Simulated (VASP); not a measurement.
Input:

```
NiSi2
1.0
    0.00000     2.63034     2.63034
    2.63034     0.00000     2.63034
    2.63034     2.63034     0.00000
Si Ni
2 1
Direct
  0.25000   0.25000   0.25000
  0.75000   0.75000   0.75000
  0.00000   0.00000   0.00000
```

Method: LDA (Ceperley-Alder, Perdew-Zunger), VASP's LDA PAW potentials (set 64) (plane waves; VASP). Numerical set-up: 500 eV cut-off, 10×10×10 Γ-centred mesh, first-order Methfessel-Paxton smearing of 0.10 eV, potentials Si Ni.

Energy and stress use the plane-wave basis of the starting cell.

Q: The ions, cell shape and volume at an external pressure of 20.0 GPa are relaxed. What does this cell relax into?

A: 
```
NiSi2
1.0
    0.00000     2.59115     2.59115
    2.59115     0.00000     2.59115
    2.59115     2.59115     0.00000
Si Ni
2 1
Direct
  0.25000   0.25000   0.25000
  0.75000   0.75000   0.75000
  0.00000   0.00000   0.00000
```
Space group Fm-3m (225), at a tolerance of 0.03 Å.

Q: How do energy and volume change from the first to the last step?

A: The energy (σ→0) changes by +49.0 meV/atom and the volume by -4.4 %, in 4 ionic steps.

| step | E(σ→0) (eV) | max force (eV/Å) | pressure (GPa) | volume (Å³) |
|---|---|---|---|---|
| 1 | -19.8388 | 0.000 | 9.93 | 36.40 |
| 2 | -19.2739 | 0.000 | 40.30 | 32.53 |
| 3 | -19.6970 | 0.000 | 19.66 | 34.84 |
| 4 | -19.6918 | 0.000 | 20.01 | 34.79 |

The compound is NiSi2 in the fluorite structure. This run relaxes it under an external pressure of 20 GPa. Symmetry was kept, so distortions that lower it aren't found. The run is not spin-polarised, so no magnetic state was tried.
